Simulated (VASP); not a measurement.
Energy against volume of AuZn (CsCl type). Computed with RPBE GGA, VASP's PBE PAW potentials (set 64) (plane waves; VASP). Run with 520 eV cut-off, 11×11×11 Γ-centred mesh, first-order Methfessel-Paxton smearing of 0.10 eV, potentials Zn Au.

```csv
V (Å³/atom),E (eV/atom)
16.199,-1.89190
16.700,-1.89777
17.201,-1.89404
17.702,-1.88247
```

Problem. Fit these four points and predict the energy of the run at 15.698 Å³/atom.

Solution. A cubic in V^(−2/3), the third-order Birch-Murnaghan form, passes through the four points with V0 = 16.74 Å³/atom and B0 = 101 GPa, and gives -1.8743 eV/atom there. The run gave -1.8741 eV/atom, +0.2 meV/atom from the fit; all five points give B0 = 101 GPa.

The compound is AuZn in the CsCl type structure. It was relaxed first, which changed the volume by +7 %.
